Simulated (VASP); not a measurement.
# A VASP study of Beryllium (PBEsol): structure first, properties next, part 2 of 4

Aim: relax Beryllium with PBEsol, compute its properties on that cell and hold them against experiment. The start is a cell from a database of measured crystal structures.

VASP 6.6.1; PBEsol; plane waves and PAW (Be).

So far. Step 2 (Full relaxation (PBEsol)): It ends with forces that vanish by symmetry and a pressure of 0.06 GPa. The volume lies -3.0 % from that of the database's start, which holds the thermal and zero-point expansion of its experiment. Step 3 (Second relaxation): It ends with forces that vanish by symmetry and a pressure of 0.06 GPa. The volume moved by under 0.01 %: the run met its threshold at the first step.

## Step 4: Single point with fields (PBEsol)

A single point on the relaxed cell gives a clean self-consistent state, with density, ELF and potential written out.

Input file INCAR:

```
SYSTEM = Be
PREC = Accurate
ENCUT = 400
EDIFF = 1E-06
NELM = 100
ISMEAR = 1
SIGMA = 0.2
LREAL = .FALSE.
ALGO = Normal
GGA = PS
NBANDS = 8
LORBIT = 11
LWAVE = .FALSE.
LCHARG = .TRUE.
ISIF = 2
LELF = .TRUE.
LVHAR = .TRUE.
```

Input file POSCAR:

```
Be
1.0
    2.2635369097      0.0000000000      0.0000000000
   -1.1317684549      1.9602804663      0.0000000000
    0.0000000000      0.0000000000      3.5440809066
Be
2
Direct
    0.3333333333      0.6666666667      0.2500000000
    0.6666666667      0.3333333333      0.7500000000
```

Input file KPOINTS:

```
Automatic mesh
0
Gamma
13 13 8
0 0 0
```

The projector-augmented-wave data sets are Be (PBE family, release 64).

Started as:

```sh
$ mpirun -np 2 vasp_std
```

Log:

```text
[banner, memory and clock lines left out]
running    2 mpi-ranks, on    1 nodes
 distrk:  each k-point on    2 cores,    1 groups
 distr:  one band on    1 cores,    2 groups

 POSCAR found type information on POSCAR Be
 POSCAR found :  1 types and       2 ions
 [... a notice as in an earlier step ...]

 LDA part: xc-table for (Slater+PW92), standard interpolation
 POSCAR, INCAR and KPOINTS ok, starting setup
 FFT: planning ... GRIDC
 FFT: planning ... GRID_SOFT
 FFT: planning ... GRID
 WAVECAR not read
 entering main loop
       N       E                     dE             d eps       ncg     rms          rms(c)
[... 1 cycle as in an earlier step ...]
DAV:   2    -0.801802411495E+01   -0.26838E+01   -0.26787E+01  2720   0.402E+01
[... 2 cycles as in an earlier step ...]
DAV:   5    -0.802497189923E+01   -0.42856E-09   -0.29030E-09  1800   0.212E-04    0.125E+00
[... 4 cycles as in an earlier step ...]
   1 F= -.79914820E+01 E0= -.79916464E+01  d E =0.493168E-03
```

Elapsed: 7.6 s, on 2 MPI ranks of AMD EPYC 7R13 (Zen 3), shared host; peak memory 0.16 GiB; 13 s of CPU time.

OUTCAR, selected parts (step 4):

```text
 Found    105 irreducible k-points:

   NELECT =       4.0000    total number of electrons

 E-fermi :   6.8778

  Total        0.0029492      0.0029492      0.0127431     -0.0000000      0.0000000      0.0000000
  in kB        0.3004697      0.3004697      1.2983073     -0.0000000      0.0000000      0.0000000
  external PRESSURE =       0.6330822 kB  Pullay stress =       0.0000000 kB

[... 20 parts as in an earlier step ...]
```

This step gave:

- SCF cycles: 9

Valence electrons inside each PAW sphere by angular momentum. Sphere charges, by row:

| atom | s (e) | p (e) | d (e) | tot (e) |
| --- | --- | --- | --- | --- |
| Be1 | 0.407 | 0.778 | 0 | 1.185 |
| Be2 | 0.407 | 0.778 | 0 | 1.185 |

ELF in the ac plane at fractional y = 0.333, with atoms of Be within 0.2 Å of it. It is the smooth field of the valence electrons, not physical close to the nuclei.

Ten even steps from '_' (0.00) to '@' (0.77):
```
############**++++++**##
##########++--::::::--++
**######**==..______..==
++##%%##++--__________--
++##%%##++--__________--
**######**==..______..==
##########++--::::::--++
############**++++++**##
##########%%%%%%%%%%%%%%
##******##%%%%@@@@@@%%%%
##++++++##%%@@@@@@@@@@%%
**======**%%@@@@@@@@@@%%
++==--==++##@@@@@@@@@@##
++==--==++##@@@@@@@@@@##
**======**%%@@@@@@@@@@%%
##++++++##%%@@@@@@@@@@%%
##******##%%%%@@@@@@%%%%
##########%%%%%%%%%%%%%%
```
Columns run along a (2.3 Å), rows up along c (3.5 Å). Atoms in or near the plane, at fractional coordinates: Be at (0.67, 0.75).

Valence density in the ac plane at fractional y = 0.333, with atoms of Be within 0.2 Å of it. It is the smooth field of the valence electrons, not physical close to the nuclei.

Values in e/Å³, 18 rows by 12 columns:
```
0.26 0.25 0.25 0.25 0.26 0.27 0.28 0.28 0.28 0.28 0.28 0.27
0.26 0.26 0.26 0.26 0.26 0.27 0.26 0.24 0.23 0.24 0.26 0.27
0.27 0.26 0.26 0.26 0.27 0.26 0.22 0.17 0.15 0.17 0.22 0.26
0.27 0.26 0.26 0.26 0.27 0.25 0.18 0.10 0.07 0.10 0.18 0.25
0.27 0.26 0.26 0.26 0.27 0.25 0.18 0.10 0.07 0.10 0.18 0.25
0.27 0.26 0.26 0.26 0.27 0.26 0.22 0.17 0.15 0.17 0.22 0.26
0.26 0.26 0.26 0.26 0.26 0.27 0.26 0.24 0.23 0.24 0.26 0.27
0.26 0.25 0.25 0.25 0.26 0.27 0.28 0.28 0.28 0.28 0.28 0.27
0.26 0.25 0.25 0.25 0.26 0.27 0.28 0.28 0.29 0.28 0.28 0.27
0.26 0.25 0.25 0.25 0.26 0.27 0.28 0.28 0.29 0.28 0.28 0.27
0.26 0.26 0.25 0.26 0.26 0.27 0.28 0.29 0.29 0.29 0.28 0.27
0.27 0.25 0.25 0.25 0.27 0.28 0.28 0.29 0.29 0.29 0.28 0.28
0.27 0.25 0.24 0.25 0.27 0.28 0.29 0.29 0.29 0.29 0.29 0.28
0.27 0.25 0.24 0.25 0.27 0.28 0.29 0.29 0.29 0.29 0.29 0.28
0.27 0.25 0.25 0.25 0.27 0.28 0.28 0.29 0.29 0.29 0.28 0.28
0.26 0.26 0.25 0.26 0.26 0.27 0.28 0.29 0.29 0.29 0.28 0.27
0.26 0.25 0.25 0.25 0.26 0.27 0.28 0.28 0.29 0.28 0.28 0.27
0.26 0.25 0.25 0.25 0.26 0.27 0.28 0.28 0.29 0.28 0.28 0.27
```
Columns run along a (2.3 Å), rows up along c (3.5 Å). Atoms in or near the plane, at fractional coordinates: Be at (0.67, 0.75).

Electrostatic potential energy in the ac plane at fractional y = 0.333, with atoms of Be within 0.2 Å of it. With pseudopotentials it is smooth inside the atoms' cores, unlike the true potential.

Ten even steps from '0' (-39 eV) to '9' (0 eV):
```
999998877788
899988522258
899986100016
899984014104
899984014104
899986100016
899988522258
999998877788
999999988899
999999999999
988889999999
887889999999
876788999998
876788999998
887889999999
988889999999
999999999999
999999988899
```
Columns run along a (2.3 Å; values clipped at the 3rd and 97th percentile), rows up along c (3.5 Å). Atoms in or near the plane, at fractional coordinates: Be at (0.67, 0.75).

In this run the pressure is 0.06 GPa, small enough to go on.

## Step 5: Band structure (PBEsol)

Levels along the symmetry lines show where the bands peak and cross; KPOINTS_OPT computes them in the converged potential.

Input file INCAR:

```
SYSTEM = Be
PREC = Accurate
ENCUT = 400
EDIFF = 1E-06
NELM = 100
ISMEAR = 1
SIGMA = 0.2
LREAL = .FALSE.
ALGO = Normal
GGA = PS
NBANDS = 14
LORBIT = 11
LWAVE = .FALSE.
LCHARG = .FALSE.
KPAR = 2
```

POSCAR is that of step 4.

KPOINTS is that of step 4.

Input file KPOINTS_OPT:

```
Line mode
16
Line-mode
Reciprocal
  0.00000000   0.00000000   0.00000000 GAMMA
  0.50000000   0.00000000   0.00000000 M

  0.50000000   0.00000000   0.00000000 M
  0.33333333   0.33333333   0.00000000 K

  0.33333333   0.33333333   0.00000000 K
  0.00000000   0.00000000   0.00000000 GAMMA

  0.00000000   0.00000000   0.00000000 GAMMA
  0.00000000   0.00000000   0.50000000 A

  0.00000000   0.00000000   0.50000000 A
  0.50000000   0.00000000   0.50000000 L

  0.50000000   0.00000000   0.50000000 L
  0.33333333   0.33333333   0.50000000 H

  0.33333333   0.33333333   0.50000000 H
  0.00000000   0.00000000   0.50000000 A

  0.50000000   0.00000000   0.50000000 L
  0.50000000   0.00000000   0.00000000 M

  0.33333333   0.33333333   0.00000000 K
  0.33333333   0.33333333   0.50000000 H
```

Started as:

```sh
$ mpirun -np 2 vasp_std
```

Log:

```text
[... set-up lines as in an earlier step ...]
 entering main loop
       N       E                     dE             d eps       ncg     rms          rms(c)
DAV:   1    -0.665762798294E+00   -0.66576E+00   -0.13960E+03  3026   0.189E+02
DAV:   2    -0.794517710918E+01   -0.72794E+01   -0.71183E+01  3930   0.496E+01
DAV:   3    -0.802492122266E+01   -0.79744E-01   -0.79739E-01  3728   0.343E+00
DAV:   4    -0.802497185338E+01   -0.50631E-04   -0.50630E-04  3516   0.113E-01
DAV:   5    -0.802497189895E+01   -0.45571E-07   -0.45994E-07  3654   0.324E-03    0.125E+00
DAV:   6    -0.800138259530E+01    0.23589E-01   -0.22129E-03  3360   0.313E-01    0.760E-01
DAV:   7    -0.799148307586E+01    0.98995E-02   -0.30286E-03  3420   0.324E-01    0.147E-02
DAV:   8    -0.799148137701E+01    0.16988E-05   -0.16692E-05  3588   0.196E-02    0.615E-03
DAV:   9    -0.799148195611E+01   -0.57910E-06   -0.35125E-07  3000   0.273E-03
   1 F= -.79914820E+01 E0= -.79916463E+01  d E =0.493151E-03
 Start KPOINTS_OPT (optional k-point list driver)
k-point batch [1-105\144]
       N       E                     dE             ncg
DAV:   1     0.142330625085E+04   -0.12476E+05     2994
DAV:   2     0.763387238001E+03   -0.65992E+03     3960
DAV:   3     0.755379133241E+03   -0.80081E+01     3714
DAV:   4     0.755373416406E+03   -0.57168E-02     3528
DAV:   5     0.755373410984E+03   -0.54223E-05     3594
DAV:   6     0.755373410979E+03   -0.47041E-08     3136
k-point batch [106-144\144]
       N       E                     dE             ncg
DAV:   1     0.876445274179E+04   -0.64465E+04     1116
DAV:   2     0.850454700872E+04   -0.25991E+03     1406
DAV:   3     0.850113095059E+04   -0.34161E+01     1368
DAV:   4     0.850112854619E+04   -0.24044E-02     1254
DAV:   5     0.850112854376E+04   -0.24355E-05     1362
DAV:   6     0.850112854376E+04   -0.27248E-08     1056
```

Run time: 20 s. Hardware: 2 MPI ranks; peak memory 0.2 GiB.

From OUTCAR (step 5):

```text
   k-points           NKPTS =    105   k-points in BZ     NKDIM =    105   number of bands    NBANDS=     14

   NELECT =       4.0000    total number of electrons

 E-fermi :   6.8778

 k-point     1 :       0.0000    0.0000    0.0000
  band No.  band energies     occupation
      1      -4.3129      2.00000
      2       2.6364      2.00000
      3       8.3030     -0.00000
      4      23.0079      0.00000
      5      23.0079      0.00000
      6      25.8950      0.00000
      7      25.8950      0.00000
    ...

  Total        0.0029220      0.0029220      0.0127397     -0.0000000      0.0000000      0.0000000
  in kB        0.2977044      0.2977044      1.2979549     -0.0000000      0.0000000      0.0000000
  external PRESSURE =       0.6311212 kB  Pullay stress =       0.0000000 kB

 POSITION                                       TOTAL-FORCE (eV/Angst)
 -----------------------------------------------------------------------------------
     -0.00000      1.30685      0.88602         0.000000     -0.000000      0.000000
      1.13177      0.65343      2.65806        -0.000000      0.000000      0.000000
 -----------------------------------------------------------------------------------
    total drift:                                0.000000     -0.000000      0.000000

  FREE ENERGIE OF THE ION-ELECTRON SYSTEM (eV)
  ---------------------------------------------------
  free  energy   TOTEN  =        -7.9914819561 eV

  energy  without entropy=       -7.9919751075  energy(sigma->0) =       -7.99164634

[... 12 parts as in an earlier step ...]

[... 4 further parts left out ...]
```

This step gave:

| Property | Result |
| --- | --- |
| bands | 14 |
| pressure | 0.06311 GPa |

The electronic bands at the labelled points (eV, zero at the Fermi level; # counts the bands kept):

| point | #1 | #2 | #3 | #4 | #5 | #6 |
| --- | --- | --- | --- | --- | --- | --- |
| Γ | -11.19 | -4.24 | 1.43 | 16.13 | 16.13 | 19.02 |
| 0.47 of the way | -9.63 | -2.20 | 1.61 | 8.85 | 11.97 | 16.85 |
| M | -4.88 | -2.98 | 3.83 | 6.71 | 7.04 | 9.53 |
| 0.47 of the way | -4.23 | -2.48 | 4.48 | 4.50 | 7.04 | 7.19 |
| K | -2.36 | -0.86 | -0.86 | 6.90 | 6.90 | 7.03 |
| 0.47 of the way | -8.47 | -0.70 | 1.71 | 6.28 | 9.03 | 14.80 |
| Γ | -11.19 | -4.24 | 1.43 | 16.13 | 16.13 | 19.02 |
| 0.47 of the way | -10.72 | -6.21 | 4.50 | 16.56 | 16.56 | 18.20 |
| A | -9.01 | -9.01 | 11.11 | 11.11 | 17.81 | 17.81 |
| 0.47 of the way | -7.43 | -7.43 | 9.48 | 9.48 | 13.47 | 13.47 |
| L | -3.48 | -3.48 | 1.76 | 1.76 | 12.18 | 12.18 |
| 0.47 of the way | -2.82 | -2.82 | 1.70 | 1.70 | 8.97 | 8.97 |
| H | -0.99 | -0.99 | 0.51 | 0.51 | 6.52 | 6.52 |
| 0.47 of the way | -6.28 | -6.28 | 8.12 | 8.12 | 9.80 | 9.80 |
| A | -9.01 | -9.01 | 11.11 | 11.11 | 17.81 | 17.81 |
| jump to L | -3.48 | -3.48 | 1.76 | 1.76 | 12.18 | 12.18 |
| 0.53 of the way | -4.50 | -2.99 | 2.77 | 3.40 | 10.12 | 11.36 |
| M | -4.88 | -2.98 | 3.83 | 6.71 | 7.04 | 9.53 |
| jump to K | -2.36 | -0.86 | -0.86 | 6.90 | 6.90 | 7.03 |
| 0.53 of the way | -1.54 | -0.93 | -0.93 | 3.69 | 6.67 | 6.67 |
| H | -0.99 | -0.99 | 0.51 | 0.51 | 6.52 | 6.52 |

The electronic bands as a text plot (rows in eV, shown from -8.0 to 6.5 only):

```
    6.2 |      *  *      *                     *            **
    5.6 |           *
    5.0 |          *  *                           *        *  *
    4.4 |         *             *       *
    3.8 |        *     **                        *          *
    3.2 |       *  *                                      **
    2.6 |                      *         *                *    *
    2.0 |                **               ***   *       **
    1.4 |***** *       **  ****              *                  *
    0.8 |     *     *  *                      **
    0.2 |     *       *
   -0.4 |                *                                      *
   -1.0 |    * *     *                        **             ****
   -1.6 |           *     *                                   *
   -2.3 |   *      * *                       *  *            *
   -2.9 |       *** *      *                *            ****
   -3.5 |  *                *             **            *
   -4.1 |**        *  *      **          *       *       *
   -4.7 |        **                               *       ***
   -5.3 |       *      *       *        *
   -5.9 |
   -6.5 |      *                *      *           *
   -7.1 |               *        *
   -7.7 |                             *             **
         Γ      M    K        Γ   A       L    H       A|L M|K  H
```

There is no gap at this level.

Of the bands kept, 2 cross the Fermi level on this path.

## Step 6: Total and projected DOS (PBEsol)

Here the states are counted by energy and projected on the atoms. The mesh is finer than in the run before.

Edit INCAR of step 5 so:

```diff
@@ -5,3 +5,3 @@
 NELM = 100
-ISMEAR = 1
+ISMEAR = -5
 SIGMA = 0.2
@@ -15 +15,2 @@
 KPAR = 2
+NEDOS = 2001
```

POSCAR is that of step 5.

Input file KPOINTS:

```
Automatic mesh
0
Gamma
20 20 11
0 0 0
```

Started as:

```sh
$ mpirun -np 2 vasp_std
```

Log:

```text
[... set-up lines as in an earlier step ...]
 entering main loop
       N       E                     dE             d eps       ncg     rms          rms(c)
DAV:   1    -0.129343879015E+01   -0.12934E+01   -0.14466E+03  7504   0.190E+02
DAV:   2    -0.795200107826E+01   -0.66586E+01   -0.65402E+01  9920   0.469E+01
DAV:   3    -0.802679082646E+01   -0.74790E-01   -0.74818E-01  9220   0.335E+00
DAV:   4    -0.802683982807E+01   -0.49002E-04   -0.49156E-04  8838   0.113E-01
DAV:   5    -0.802683987510E+01   -0.47033E-07   -0.46223E-07  9288   0.326E-03    0.125E+00
DAV:   6    -0.800328860608E+01    0.23551E-01   -0.22271E-03  8340   0.313E-01    0.760E-01
DAV:   7    -0.799345934665E+01    0.98293E-02   -0.30423E-03  8748   0.324E-01    0.150E-02
DAV:   8    -0.799345689146E+01    0.24552E-05   -0.16714E-05  8910   0.195E-02    0.622E-03
DAV:   9    -0.799345704140E+01   -0.14994E-06   -0.34539E-07  7590   0.269E-03
   1 F= -.79934570E+01 E0= -.79934570E+01  d E =0.000000E+00
 -----------------------------------------------------------------------------
|                                                                             |
|           W    W    AA    RRRRR   N    N  II  N    N   GGGG   !!!           |
|           W    W   A  A   R    R  NN   N  II  NN   N  G    G  !!!           |
|           W    W  A    A  R    R  N N  N  II  N N  N  G       !!!           |
|           W WW W  AAAAAA  RRRRR   N  N N  II  N  N N  G  GGG   !            |
|           WW  WW  A    A  R   R   N   NN  II  N   NN  G    G                |
|           W    W  A    A  R    R  N    N  II  N    N   GGGG   !!!           |
|                                                                             |
|     Tetrahedron method does not include variations of the Fermi             |
|     occupations, so forces and stress will be inaccurate. We suggest        |
|     using a different smearing scheme ISMEAR = 1 or 2 for metals in         |
|     relaxations.                                                            |
|                                                                             |
 -----------------------------------------------------------------------------
```

The job ended after 27 s (2 MPI ranks; peak memory 0.24 GiB; 50 s of CPU time).

From OUTCAR (step 6):

```text
   k-points           NKPTS =    264   k-points in BZ     NKDIM =    264   number of bands    NBANDS=     14

   NELECT =       4.0000    total number of electrons

 E-fermi :   7.0025

 k-point     1 :       0.0000    0.0000    0.0000
  band No.  band energies     occupation
      1      -4.3130      2.00000
      2       2.6372      2.00000
      3       8.3021      0.00000
      4      23.0077      0.00000
      5      23.0077      0.00000
      6      25.8947      0.00000
      7      25.8947      0.00000
    ...

  Total       -0.1004929     -0.1004929      0.1967722      0.0000000      0.0000000      0.0000000
  in kB      -10.2385020    -10.2385021     20.0477152      0.0000000      0.0000000      0.0000000
  external PRESSURE =      -0.1430963 kB  Pullay stress =       0.0000000 kB

  FREE ENERGIE OF THE ION-ELECTRON SYSTEM (eV)
  ---------------------------------------------------
  free  energy   TOTEN  =        -7.9934570414 eV

  energy  without entropy=       -7.9934570414  energy(sigma->0) =       -7.99345704

[... 8 parts as in an earlier step ...]

[... 9 further parts left out ...]
```

With tetrahedra the forces and stress of a metal are not exact derivatives of the energy.

This step gave:

| Item | Value |
| --- | --- |
| irreducible k-points | 264 |
| free energy (TOTEN) | -7.993 eV |
| Fermi energy | 7.003 eV |
| pressure | -0.01431 GPa |
| DOS at the Fermi level | 0.1192 states/eV/cell |

The density of states has structure finer than the step of the table below, so its rows give means over 1 eV, whole bins alone (the curve runs from -12.0 to 7.92 eV). Peaks (eV: height): total -2.9: 0.646, 1.9: 1.13, 6.2: 0.842; Be p -2.9: 0.320, -0.3: 0.129, 1.9: 0.394, 6.2: 0.351; Be s -9.4: 0.116, -2.9: 0.0699, 1.9: 0.232, 6.4: 0.185.

States under -12.0 eV and over 7.9 eV are left out. The density of states by energy, zero at the Fermi level; means over each step; values in states/eV/cell:

| energy (eV) | total | Be p | Be s |
| --- | --- | --- | --- |
| -11 | 0.0796 | 0.00306 | 0.0441 |
| -10 | 0.193 | 0.0186 | 0.0953 |
| -9 | 0.258 | 0.0413 | 0.111 |
| -8 | 0.311 | 0.0697 | 0.113 |
| -7 | 0.362 | 0.103 | 0.109 |
| -6 | 0.417 | 0.146 | 0.0988 |
| -5 | 0.512 | 0.216 | 0.0835 |
| -4 | 0.509 | 0.247 | 0.0534 |
| -3 | 0.541 | 0.280 | 0.0449 |
| -2 | 0.458 | 0.241 | 0.0354 |
| -1 | 0.275 | 0.149 | 0.0169 |
| 0 | 0.134 | 0.0733 | 0.00582 |
| 1 | 0.187 | 0.0942 | 0.0126 |
| 2 | 0.822 | 0.307 | 0.152 |
| 3 | 0.525 | 0.218 | 0.0778 |
| 4 | 0.474 | 0.203 | 0.0630 |
| 5 | 0.435 | 0.198 | 0.0506 |
| 6 | 0.590 | 0.254 | 0.100 |
| 7 | 0.693 | 0.300 | 0.129 |

The finer mesh and the other smearing move the Fermi level by +0.12 eV from the 13×13×8 run, one measure of the sampling error in the zero of the bands above. Of the states within 0.3 eV of the Fermi level, the largest shares in the PAW spheres are Be p 55 %. The rest lies in smaller channels or between the spheres.

[end of part 2 of 4]

[Lines on the potential files, build, host, timing and source positions are cut from VASP's logs without a mark.]

[Logs are printed without paths, hosts, clocks, repeated set-up lines and the standing remarks that a program may print on its own settings, such as how far it seeks lower states.]

[Hosts, paths, dates, database ids (printed as entryN), source tags and the programs' standing remarks are cut or masked in the printed files.]

[Measured values are set beside computed ones only where the two were judged alike; some that the calculation misses by far are left out.]

[In band tables of VASP the shares of atoms and orbitals are scaled to a sum of 1 inside the atoms' spheres.]
